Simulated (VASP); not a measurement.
VASP ran on this input.

INCAR:
```
# general
SYSTEM = SiO2
PREC   = Accurate
ENCUT  = 520
LREAL  = F   # projection in real space or not
LASPH  = T

# electronic loop
EDIFF  = 1E-6
NELM   = 100   # most electronic steps
ALGO   = Normal   # blocked Davidson

# smearing
ISMEAR = 0   # Gaussian
SIGMA  = 0.05   # width (eV)

# functional
GGA    = PE
IVDW   = 13   # D4

# ions
IBRION = 2   # conjugate gradients
NSW    = 60
ISIF   = 3   # ions, shape and volume
EDIFFG = -0.02   # ionic stop

# output
LWAVE  = F
LCHARG = F
```

KPOINTS:
```
Automatic mesh
0
Gamma
5 5 7
0 0 0
```

File POSCAR:
```
SiO2
1
    4.2009291816     0.0000000000     0.0000000000
   -0.0000000000     4.2009291816     0.0000000000
    0.0000000000     0.0000000000     2.6867397953
Si O
2 4
Direct
  0.0000000000   0.0000000000   1.0000000000
  0.5000000000   0.5000000000   0.5000000000
  0.3060559635   0.3060559635   0.0000000000
  0.8060559635   0.1939440365   0.5000000000
  0.1939440365   0.8060559635   0.5000000000
  0.6939440365   0.6939440365   1.0000000000
```

POTCAR, in this order: Si O (PBE.64 set). Program: vasp_std.

Q: Write an equivalent input for Ansatz.

A: One equivalent input (not run):
Ansatz 0.2 input:
```yaml
crystal:
  lattice:
    - [4.2009292, 0.0000000, 0.0000000]
    - [0.0000000, 4.2009292, 0.0000000]
    - [0.0000000, 0.0000000, 2.6867398]
  atoms:
    - { symbol: Si, position: [0.0000000, 0.0000000, 1.0000000] }
    - { symbol: Si, position: [0.5000000, 0.5000000, 0.5000000] }
    - { symbol: O, position: [0.3060560, 0.3060560, 0.0000000] }
    - { symbol: O, position: [0.8060560, 0.1939440, 0.5000000] }
    - { symbol: O, position: [0.1939440, 0.8060560, 0.5000000] }
    - { symbol: O, position: [0.6939440, 0.6939440, 1.0000000] }
kpoints:
  mp_grid: { grid: [5, 5, 7] }
hamiltonian:
  xc: pbe
  dispersion: d4
  pseudopotentials: { kind: paw }
scf:
  occupations: { method: gaussian, width: 0.05 }
  max_iter: 100
relax:
  max_steps: 60
  f_tol: 0.02
  cell: {}
output: { forces: true, stress: true, eigenvalues: true }
```
What does not carry over: each code has its own PAW files, so the cut-off isn't converted (ENCUT is set for VASP's; basis.ecutwfc is left out, and Ansatz then takes the one that its files recommend); Ansatz stops its SCF on the density residual and VASP on the energy change (EDIFF).

The compound is SiO2 in the rutile structure, stishovite, a high-pressure form. It was relaxed first. The start is the result of an earlier pass.
